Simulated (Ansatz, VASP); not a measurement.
# BaZrO3 in two plane-wave programs

Wanted: the spread between two codes on one cell, functional and k mesh. The cell is taken from a series of runs on this material, whose earlier steps may have relaxed, scaled, displaced or heated it; both programs get it as it stands.

Calculated with Ansatz 0.2.0; plane waves, with VASP 6.6.1 beside it; zone-centre phonons at LDA.

### 1. The starting structure

Symmetry: Pm-3m, No. 221, cubic system. Conventional cell: a = 4.202 Å, b = 4.202 Å, c = 4.202 Å, α = 90.00°, β = 90.00°, γ = 90.00°. Nearest to O lie 2 Zr at 2.10 Å and 4 Ba at 2.97 Å. Zr has 6 O at 2.10 Å nearest. Ba has 12 O at 2.97 Å nearest. Farther neighbours and most contacts between anions are not listed.

As a file:

```cif
data_structure
_symmetry_space_group_name_H-M 'Pm-3m'
_symmetry_Int_Tables_number 221
_cell_length_a 4.2021
_cell_length_b 4.2021
_cell_length_c 4.2021
_cell_angle_alpha 90.000
_cell_angle_beta 90.000
_cell_angle_gamma 90.000
_cell_volume 74.20
loop_
_atom_site_label
_atom_site_type_symbol
_atom_site_symmetry_multiplicity
_atom_site_Wyckoff_symbol
_atom_site_fract_x
_atom_site_fract_y
_atom_site_fract_z
_atom_site_occupancy
O1 O 3 c 0.00000 0.50000 0.50000 1
Zr1 Zr 1 b 0.50000 0.50000 0.50000 1
Ba1 Ba 1 a 0.00000 0.00000 0.00000 1
```

### 2. Ansatz: zone-centre phonons, LDA

Ansatz runs on its PAW soft_1 files.

Second derivatives magnify differences that forces hide, and they need a tight electronic threshold.

input.yaml reads:

```yaml
crystal:
  lattice:
    - [4.2020976597, 0.0, 0.0]
    - [0.0, 4.2020976597, 0.0]
    - [0.0, 0.0, 4.2020976597]
  atoms:
    - { symbol: O, position: [0.0, 0.5, 0.5] }
    - { symbol: O, position: [0.5, 0.0, 0.5] }
    - { symbol: O, position: [0.5, 0.5, 0.0] }
    - { symbol: Zr, position: [0.5, 0.5, 0.5] }
    - { symbol: Ba, position: [0.0, 0.0, 0.0] }
kpoints:
  mp_grid: { grid: [8, 8, 8] }
hamiltonian:
  xc: lda
  pseudopotentials: { kind: paw, azcp: { folder: soft_1 }, xc_functional: pbe }
scf:
  occupations: { method: fixed }
output:
  eigenvalues: true
phonons:
  method: dfpt
  dielectric: true
  rigid_motions: translations
```

The run is started by

```
$ ansatz run input.yaml --threads 8 --pin off --max-ram 16384MiB --backend cpu --events-out ev --progress --plain --runs-dir out
```

Numbers of over 12 decimals in the logs are rounded to 6 here.

Log:

```text
Engine: ansatz 0.2.0, x86_64-unknown-linux-gnu
Pseudopotentials: kind: paw
Pseudopotential: O, paw, valence charge 6, recommended cutoff 420 eV (normal), soft_1/O.paw.azcp
Pseudopotential: Zr, paw, valence charge 12, recommended cutoff 420 eV (normal), soft_1/Zr.paw.azcp
Pseudopotential: Ba, paw, valence charge 10, recommended cutoff 420 eV (normal), soft_1/Ba.paw.azcp
Functional definition: SPW92
  exchange = slater_x
  correlation = pw_c
Crystal: 5 atoms, lattice volume = 74.199 Å³
Basis set: ecut = 420 eV, 1419 PW (Γ), exchange–correlation on 60×60×60 points (8 copies of the dense FFT grid, shifted against one another)
Bands: 25, of which v1, the nominal top of the filled ones, is band 20 counted from 1 (19 counted from 0)
Symmetry: 48 space group operations
k-points: 170 of 512 (irreducible under 2 space group operations, time reversal used)
Non-local potential: O, projectors of the file, l = 0: 2, l = 1: 2, l = 2: 1
Non-local potential: Zr, projectors of the file, l = 0: 3, l = 1: 2, l = 2: 2, l = 3: 1
Non-local potential: Ba, projectors of the file, l = 0: 3, l = 1: 2, l = 2: 2, l = 3: 2
PAW form: soft (Blöchl's): semilocal exchange-correlation on the pseudo side does not see the compensation charge
PAW frozen core: O, regenerated for the run's functional, and the local potential with it (the file was generated under x = pbe(κ = 0.804, μ = 0.219515), c = pbe(β = 0.066725))
PAW frozen core: Zr, regenerated for the run's functional, and the local potential with it (the file was generated under x = pbe(κ = 0.804, μ = 0.219515), c = pbe(β = 0.066725))
PAW frozen core: Ba, regenerated for the run's functional, and the local potential with it (the file was generated under x = pbe(κ = 0.804, μ = 0.219515), c = pbe(β = 0.066725))
PAW one-centre angular grid: O, 110 points (default); XC on 64 Gauss nodes
PAW one-centre angular grid: Zr, 590 points (default); XC on 64 Gauss nodes
PAW one-centre angular grid: Ba, 194 points (default); XC on 64 Gauss nodes
Initial density: superposition of atomic densities (chi_scale 0.1, normalization cell, long waves kept (reshape's long-wave potential 0.00 eV rms))
Initial wavefunctions: pseudopotential atomic-orbital guess
Functional: x = slater, c = lda
SCF iter   1: F=—  HF=-11532.864612 eV  |F-HF|=—  |Δ(HF+E_count)|=         —  Δρ=5.99e-2  dr2=1.88e0  ethr=3.10e-3  ⟨swp⟩=5.0  Hψ=18487  notcnv=0  defer=356
preconditioner: auto → Resta (q_TF=auto, 2.461 Å⁻¹)  ε∞=4.0  [insulator: Δε(μ)=2.599 eV  Ē_g=15.013 eV  n_scr=18 (ndim 8)  ℏωp=25.9 eV  f_vac=0.000  ε∞_Penn≈4.0]
SCF iter   2: F=—  HF=-11532.553451 eV  |F-HF|=—  |Δ(HF+E_count)|=   3.11e-1  Δρ=2.41e-2  dr2=4.53e-1  ethr=3.10e-3  ⟨swp⟩=2.3  Hψ=7910  notcnv=0  defer=347
SCF iter   3: F=—  HF=-11532.507119 eV  |F-HF|=—  |Δ(HF+E_count)|=   4.63e-2  Δρ=1.34e-2  dr2=1.12e-1  ethr=1.13e-3  ⟨swp⟩=2.0  Hψ=6624  notcnv=0  defer=407
SCF iter   4: F=—  HF=-11532.488936 eV  |F-HF|=—  |Δ(HF+E_count)|=   1.82e-2  Δρ=2.08e-3  dr2=1.97e-3  ethr=2.81e-4  ⟨swp⟩=2.8  Hψ=7436  notcnv=0  defer=470
SCF iter   5: F=—  HF=-11532.489482 eV  |F-HF|=—  |Δ(HF+E_count)|=   5.45e-4  Δρ=2.50e-4  dr2=3.05e-5  ethr=4.92e-6  ⟨swp⟩=2.9  Hψ=7197  notcnv=0  defer=494
SCF iter   6: F=—  HF=-11532.489493 eV  |F-HF|=—  |Δ(HF+E_count)|=   1.15e-5  Δρ=4.04e-5  dr2=1.05e-6  ethr=7.63e-8  ⟨swp⟩=1.5  Hψ=5228  notcnv=0  defer=453
SCF iter   7: F=—  HF=-11532.489494 eV  |F-HF|=—  |Δ(HF+E_count)|=   9.67e-7  Δρ=7.88e-6  dr2=4.20e-8  ethr=2.63e-9  ⟨swp⟩=2.7  Hψ=7379  notcnv=0  defer=331
SCF iter   8: F=—  HF=-11532.489494 eV  |F-HF|=—  |Δ(HF+E_count)|=   4.39e-9  Δρ=1.37e-6  dr2=1.29e-9  ethr=1.05e-10  ⟨swp⟩=2.4  Hψ=6987  notcnv=0  defer=331
SCF iter   9: F=-11532.489494 eV  HF=-11532.489494 eV  |F-HF|=2.73e-11  |Δ(HF+E_count)|=  2.00e-10  Δρ=2.25e-7  dr2=5.00e-11  ethr=1.00e-12  ⟨swp⟩=13.1  Hψ=28927  notcnv=0
SCF 1 converged in 9 iterations: F = -11532.489494 eV  dr2 = 5.00e-11
  greatest PAW one-centre occupation: 0.994 electrons in one spin orbital (limit 2), on the Zr atom at site 3 (counted from 0), in its partial waves of l = 0
DFPT response loops at Γ: preconditioner auto → none (the input reference at scf.mixing.eps_inf says where Resta's filter doesn't serve); β = 0.50; Broyden in place of MSR1
SCF converged after 9 iterations
Free energy (F): -11532.489494 eV
Harris-Foulkes:  -11532.489494 eV  (|F-HF|=2.73e-11)
Internal energy: -11532.489494 eV  (E = F + TS)
E sigma→0 (E₀):  -11532.489494 eV
Fermi energy:    9.324293 eV
--- Per-component energies (eV) ---
  E_band       = -107.687681
  E_kinetic    = 979.472493
  E_local      = -1950.512176  (includes V_loc(G=0)·N_el)
  E_nonlocal   = 334.624033
  E_hartree    = 693.891475
  E_xc         = -564.138662
  E_vxc        = -586.231477  (∫ρ·V_xc dr)
  E_paw        = -8339.891939  (= ΣΔE_a)
  E_vpaw       = -272.825743  (= ΣTr[D̂ρ^β])
  E_aug_tail   = 0.002332  (compensation charges beyond the density's cutoff)
  E_ewald      = -2686.880735
  E_core_change = 0.943684  (= ΣΔE_core)
  E_smearing   = -0.000000  (= −TS)
  E_closure    = -0.000000  (closes the sum)
  Σ components = -11532.489494   (vs F -11532.489494, Δ=0.00e0)
--- Band table (eV; the first three rows and the last of 170) ---
  k-point 0: bands = [... 16 lower, 8.3218, 9.1277, 9.1277, 9.1277, 12.4452, 12.4452, 12.4452, 13.9387, ... 1 higher]
  k-point 1: bands = [... 16 lower, 8.2098, 8.7117, 9.0715, 9.0715, 12.4922, 12.8034, 12.8034, 14.1847, ... 1 higher]
  k-point 2: bands = [... 16 lower, 7.9649, 8.0596, 8.9771, 8.9771, 12.6139, 13.6432, 13.6432, 14.7870, ... 1 higher]
  k-point 169: bands = [... 16 lower, 6.8172, 9.3243, 9.3243, 9.3243, 15.3070, 15.3070, 15.3070, 16.2332, ... 1 higher]
--- Phonons (Γ-DFPT): 4 representative perturbations + reference, on 170 of 512 k-points (Σ response iterations 12) ---
  k mesh reduced under 2 symmetry operations, with k and −k counted as one. Each operation leaves every solved perturbation unchanged. A smaller set is not considered because the run solves the response to a homogeneous field
  ASR residual: 1.262e-4 → 0.000e0 eV/Å²; symmetrization residual: 4.940e-6 eV/Å²
  ASR residual per site (eV/Å²): 9.66e-5 9.66e-5 9.66e-5 1.26e-4 3.69e-5
  Γ frequencies (cm⁻¹): 0.00 0.00 0.00 73.79 73.79 73.79 178.48 178.48 178.48 186.35 186.35 186.35 473.67 473.67 473.67
  ε∞ (high-frequency dielectric tensor):
        4.909148     0.000000     0.000000
        0.000000     4.909148     0.000000
        0.000000     0.000000     4.909148
  ε⁰ (static dielectric tensor: ions relaxed, cell fixed):
      100.961995     0.000000    -0.000000
        0.000000   100.961995     0.000000
       -0.000000     0.000000   100.961995
  ε⁰ − ε∞ (ionic part):
       96.052846     0.000000    -0.000000
        0.000000    96.052846     0.000000
       -0.000000     0.000000    96.052846
  softest optical mode at Γ: 73.79 cm⁻¹; the repairs (sum rule, projections) moved no ω² at Γ by more than (1.70 cm⁻¹)²
  Born effective charges Z* (e; rows j = field, columns β = displacement):
    site 0:
        -4.80707    0.00000    0.00000
         0.00000   -2.01004    0.00000
         0.00000    0.00000   -2.01004
    site 1:
        -2.01004   -0.00000    0.00000
         0.00000   -4.80707    0.00000
         0.00000    0.00000   -2.01004
    site 2:
        -2.01004    0.00000    0.00000
        -0.00000   -2.01004    0.00000
         0.00000    0.00000   -4.80707
    site 3:
         6.09743   -0.00000    0.00000
         0.00000    6.09743    0.00000
         0.00000    0.00000    6.09743
    site 4:
         2.72974    0.00000    0.00000
         0.00000    2.72974    0.00000
         0.00000   -0.00000    2.72974
  Z* charge neutrality: 5.405e-6 e pre-enforcement
  k-mesh period / interband length: 33.6 Å / 1.58 Å = 21.27 at k = (0.0000, 0.0000, 0.0000), direct gap 3.318 eV — 14 or more, which is no proof of convergence
  optical modes at Γ without the LO–TO term, one row a degenerate level:
      ω (cm⁻¹)  modes    IR ((D/Å)²/amu)
[...]
optical modes at Γ + LO–TO along q̂ = [1.0000, 0.0000, 0.0000]:
      ω (cm⁻¹)  modes    IR ((D/Å)²/amu)
[...]
optical modes at Γ + LO–TO along q̂ = [0.0000, 1.0000, 0.0000]:
      ω (cm⁻¹)  modes    IR ((D/Å)²/amu)
[...]
665.56      1            50.1598
  optical modes at Γ + LO–TO along q̂ = [0.0000, 0.0000, 1.0000]:
      ω (cm⁻¹)  modes    IR ((D/Å)²/amu)
         73.79      2            27.9131
        121.96      1             0.1331
        178.48      3             0.0000
        186.35      2            48.7010
        363.89      1             5.3360
        473.67      2            34.6436
        665.56      1            50.1598
```

The column dr2 measures how far the density is from self-consistency, as an energy; F and HF (Harris–Foulkes) agree once it is small.

(Continued in part 2 of 3.)

[Lines on the potential files, build, host, timing and source positions are cut from VASP's logs without a mark.]

[Logs are printed without paths, hosts, clocks, repeated set-up lines and the standing remarks that a program may print on its own settings, such as how far it seeks lower states.]

[Hosts, paths, dates, database ids (printed as entryN), source tags and the programs' standing remarks are cut or masked in the printed files.]
